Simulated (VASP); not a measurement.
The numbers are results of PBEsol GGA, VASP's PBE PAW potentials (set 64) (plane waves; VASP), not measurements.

A VASP calculation is set up with these files.

**INCAR**
```
! general
SYSTEM   =  TePb
PREC     =  Accurate
ENCUT    =  300   ! plane-wave cut-off (eV)
LREAL    =  F
LASPH    =  T   ! aspherical one-centre terms

! electronic loop
EDIFF    =  1E-6
NELM     =  100   ! most electronic steps
ALGO     =  Normal   ! blocked Davidson
LMAXMIX  =  4   ! l cut-off of mixed one-centre charges

! smearing
ISMEAR   =  0   ! Gaussian
SIGMA    =  0.01   ! width (eV)

! functional
GGA      =  PS   ! PBEsol

! ions
IBRION   =  2
NSW      =  50
ISIF     =  3   ! ions, shape and volume
EDIFFG   =  -0.01

! output
LWAVE    =  F
LCHARG   =  F
```

POSCAR:
```
TePb
1
    0.0000000000     3.3304250000     3.3304250000
    3.3304250000     0.0000000000     3.3304250000
    3.3304250000     3.3304250000     0.0000000000
Te Pb
1 1
Direct
  0.0000000000   0.0000000000   0.0000000000
  0.5000000000   0.5000000000   0.5000000000
```

### KPOINTS
```
K-points
0
gamma
 6 6 6
```

POTCAR, in this order: Te Pb_d (PBE.64 set). Program: vasp_std.

At this cut-off the stress carries a Pulay error, which pulls relaxed volumes low. Energy and stress use the plane-wave basis of the starting cell. Unless said otherwise, spin-orbit coupling is left out, though it shifts the bands of the heavy elements here.

Q: Predict the energy per atom (σ→0), volume per atom, band gap (on the k-mesh).

A: 
```yaml
energy per atom (σ→0): -4.138 eV/atom
band gap (on the k-mesh): 0.63 eV
volume_per_atom: 33.20 Å^3/atom
```

OSZICAR:
```
...
DAV:   2    -0.829200290854E+01    0.89985E-01   -0.17888E-01   544   0.765E+00    0.647E-01
DAV:   3    -0.827575455677E+01    0.16248E-01   -0.69909E-02   562   0.440E+00    0.131E-01
DAV:   4    -0.827579280732E+01   -0.38251E-04   -0.10534E-03   448   0.335E-01    0.105E-01
DAV:   5    -0.827579894128E+01   -0.61340E-05   -0.28423E-04   492   0.176E-01    0.323E-02
DAV:   6    -0.827579219100E+01    0.67503E-05   -0.28745E-05   580   0.901E-02    0.833E-03
DAV:   7    -0.827579360487E+01   -0.14139E-05   -0.12921E-06   376   0.100E-02    0.180E-03
DAV:   8    -0.827579385238E+01   -0.24751E-06   -0.19186E-07   224   0.680E-03
   3 F= -.82757939E+01 E0= -.82757939E+01  d E =-.995883E-01
```

The structure comes from a computed database's TePb entry; how it stands against other phases isn't given here. This run relaxes it. Symmetry was kept, so distortions that lower it aren't found. The run is one of a series of settings (EDIFFG = -0.01, IBRION = 2, ISIF = 3, NSW = 50 against the base run), some of them coarse on purpose.
